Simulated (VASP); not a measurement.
These are revPBE GGA, VASP's PBE PAW potentials (set 64) (plane waves; VASP) values and carry that method's errors.

Input for VASP

File POSCAR:
```
Re
1
    1.3905313099    -2.4084707611    -0.0000000000
    1.3905313099     2.4084707611     0.0000000000
    0.0000000000    -0.0000000000     4.4913083877
Re
2
Direct
  0.3333330000   0.6666670000   0.2500000000
  0.6666670000   0.3333330000   0.7500000000
```

KPOINTS:
```
Automatic mesh
0
Gamma
17 17 9
0 0 0
```

**INCAR**
```
ALGO=Normal
EDIFF=1E-7
ENCUT=520
GGA=RE
ISIF=2
ISMEAR=-5
LASPH=.TRUE.
LCHARG=.TRUE.
LMAXMIX=6
LORBIT=11
LREAL=.FALSE.
LWAVE=.FALSE.
NEDOS=601
NELM=100
PREC=Accurate
SYSTEM=Re
```

POTCAR, in this order: Re (PBE.64 set). Program: vasp_std.

The resulting files:

File OSZICAR:
```
       N       E                     dE             d eps       ncg     rms          rms(c)
DAV:   1     0.300270524205E+02    0.30027E+02   -0.69190E+03  6555   0.158E+03
DAV:   2    -0.187153525707E+02   -0.48742E+02   -0.42420E+02  5818   0.321E+02
DAV:   3    -0.249060077708E+02   -0.61907E+01   -0.50908E+01  6136   0.247E+02
DAV:   4    -0.252554518118E+02   -0.34944E+00   -0.31735E+00  6805   0.281E+01
DAV:   5    -0.252661540493E+02   -0.10702E-01   -0.10249E-01  6348   0.314E+00    0.385E+01
DAV:   6    -0.242410018845E+02    0.10252E+01   -0.10643E+00  6798   0.315E+01    0.155E+01
DAV:   7    -0.238957439953E+02    0.34526E+00   -0.73904E-01  7037   0.257E+01    0.793E-01
DAV:   8    -0.238835447322E+02    0.12199E-01   -0.10771E-02  7105   0.120E+00    0.153E-01
DAV:   9    -0.238829889471E+02    0.55579E-03   -0.59792E-04  7121   0.322E-01    0.353E-02
DAV:  10    -0.238830223782E+02   -0.33431E-04   -0.47108E-05  5974   0.559E-02    0.376E-03
DAV:  11    -0.238879361073E+02   -0.49137E-02   -0.47615E-02  5519   0.228E-02    0.300E-02
DAV:  12    -0.238823748528E+02    0.55613E-02   -0.13026E+00  3448   0.493E-01    0.547E-03
DAV:  13    -0.238823738335E+02    0.10194E-05   -0.39423E-08  3206   0.997E-03    0.410E-03
DAV:  14    -0.238823719937E+02    0.18398E-05   -0.84274E-08  3055   0.905E-03    0.313E-03
DAV:  15    -0.238823688299E+02    0.31638E-05   -0.11543E-06  5516   0.142E-02    0.643E-03
DAV:  16    -0.238829838035E+02   -0.61497E-03    0.45097E-04  2927   0.615E-03    0.543E-03
DAV:  17    -0.238830177354E+02   -0.33932E-04   -0.34430E-04  2776   0.242E-02    0.432E-03
DAV:  18    -0.238830219917E+02   -0.42564E-05   -0.31949E-05  3054   0.147E-02    0.419E-03
DAV:  19    -0.238830220522E+02   -0.60450E-07   -0.11256E-06  2711   0.130E-02    0.267E-03
DAV:  20    -0.238830221085E+02   -0.56328E-07   -0.76525E-07  2649   0.859E-03
   1 F= -.23883022E+02 E0= -.23883022E+02  d E =0.000000E+00
```

**OUTCAR**
```
------------------------ aborting loop because EDIFF is reached ----------------------------------------
  FORCE on cell =-STRESS in cart. coord.  units (eV):
  Direction    XX          YY          ZZ          XY          YZ          ZX
  --------------------------------------------------------------------------------------
  Total       -0.0277311     -0.0277311     -0.0170604     -0.0000000      0.0000000      0.0000000
  in kB       -1.4769069     -1.4769068     -0.9086022     -0.0000000      0.0000000      0.0000000
  external PRESSURE =      -1.2874720 kB  Pullay stress =       0.0000000 kB
  volume of cell :       30.08
      direct lattice vectors                 reciprocal lattice vectors
     1.390531310 -2.408470761  0.000000000     0.359574787 -0.207600610  0.000000000
     1.390531310  2.408470761  0.000000000     0.359574787  0.207600610  0.000000000
     0.000000000  0.000000000  4.491308388     0.000000000  0.000000000  0.222652268
 POSITION                                       TOTAL-FORCE (eV/Angst)
 -----------------------------------------------------------------------------------
      1.39053      0.80283      1.12283         0.000000     -0.000000      0.000000
      1.39053     -0.80283      3.36848        -0.000000      0.000000      0.000000
 -----------------------------------------------------------------------------------
    total drift:                               -0.000000      0.000010     -0.000017
  FREE ENERGIE OF THE ION-ELECTRON SYSTEM (eV)
  ---------------------------------------------------
  free  energy   TOTEN  =       -23.8830221085 eV

  energy  without entropy=      -23.8830221085  energy(sigma->0) =      -23.88302211

 total charge

# of ion       s       p       d       tot
------------------------------------------
    1        0.617   0.660   4.774   6.051
    2        0.617   0.660   4.774   6.051
--------------------------------------------------
tot          1.233   1.321   9.549  12.103
```
(Selected blocks of OUTCAR.)

For a metal the tetrahedron method with Blöchl corrections gives inexact stress and forces.

The compound is Re in the hcp structure. It was relaxed first.
